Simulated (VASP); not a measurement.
Si: relaxation of cell and atoms with LDA

The system is Si.

```
Si
1.0
     0.00000    2.71356    2.71356
     2.71356    0.00000    2.71356
     2.71356    2.71356    0.00000
Si
2
Direct
  0.75000 0.75000 0.75000
  0.50000 0.50000 0.50000
```

| Property | Result |
| --- | --- |
| Program | VASP 6.6.1 |
| Task | relaxation of cell and atoms |
| Functional | LDA |
| Potentials or basis | VASP PAW LDA potentials, release 64 (Si) |
| Cutoff | 520 eV |
| k mesh | 10 × 10 × 10 |
| Occupations | gaussian, width 0.02 eV |
| Spin | no spin polarisation |
| Further INCAR settings | ALGO = Normal; EDIFF = 1e-07; IBRION = 2; EDIFFG = -0.002; NSW = 80; ISIF = 3 |

```yaml
Relaxed_volume: 19.71 Å³/atom
Relaxed_cell: a = 3.820 Å, b = 3.820 Å, c = 3.820 Å, α = 60.00°, β = 60.00°, γ = 60.00°
Space_group_after_relaxing_to_0.05_Å: Fd-3m (No. 227)
Energy_gained_by_relaxing: 1.1 meV/atom
Ionic_steps: 3
Pressure_after_relaxing: 0.0 GPa
Band_gap_on_the_k_mesh: 0.45 eV, indirect (least direct gap 2.53 eV)
```

The path:
```tsv
step	energy change (eV)	largest force (eV/Å)	pressure (GPa)	volume (Å³)
1	0.0000	0.0000	-1.26	39.96
2	-0.0011	0.0000	0.93	39.06
3	-0.0021	0.0000	0.00	39.43
```

Final structure:
```xyz
2
Lattice="0.0000 2.7014 2.7014 2.7014 0.0000 2.7014 2.7014 2.7014 0.0000" Properties=species:S:1:pos:R:3 pbc="T T T"
Si    4.0521    4.0521    4.0521
Si    2.7014    2.7014    2.7014
```

Levels at points of the mesh, in eV from the valence-band top:
```csv
k point,band 1,band 2,band 3,band 4,band 5,band 6,band 7,band 8
"(0.00, 0.00, 0.00)",-12.06,0.00,0.00,0.00,2.53,2.53,2.53,3.39
"(0.50, 0.00, 0.00)",-9.69,-7.06,-1.21,-1.21,1.48,3.29,3.29,7.54
"(0.50, 0.50, 0.00)",-7.86,-7.86,-2.89,-2.89,0.57,0.57,10.11,10.11
```

Run time: 16 s on 1 thread of Intel(R) Xeon(R) Platinum 8488C (Sapphire Rapids), with other jobs on the host, peak memory 0.14 GiB.

A k mesh can miss the band edges. Zero-point motion and thermal expansion aren't in these numbers.
